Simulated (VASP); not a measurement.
Data:

```xyz
2
Lattice="0.0000 2.5364 2.5364 2.5364 0.0000 2.5364 2.5364 2.5364 0.0000" Properties=species:S:1:pos:R:3 pbc="T T T"
Gd     0.0000     0.0000     0.0000
N      2.5364     2.5364     2.5364
```

Level of theory: vdW-DF2, VASP's PBE PAW potentials (set 64) (plane waves; VASP). Run with 520 eV cut-off, 8×8×8 Γ-centred mesh, Gaussian smearing of 0.050 eV, potentials Gd_3 N.

The 4f electrons are frozen in the core of the lanthanide potential, so 4f levels, which can set the real gap, and their magnetism are missing.

Q: Predict the energy per atom (σ→0), band gap (on the k-mesh) with the smallest direct gap where there is one.

A: 
| Property | Value |
|---|---|
| band gap (on the k-mesh) | 0.21 eV |
| smallest direct gap (on the k-mesh) | 0.49 eV |
| energy per atom (σ→0) | -5.822 eV/atom |

Only differences to runs with the same potentials and settings are physical.

The compound is GdN in the rock salt structure. It was relaxed first, which changed the volume by +6 %. The start is the result of an earlier pass.
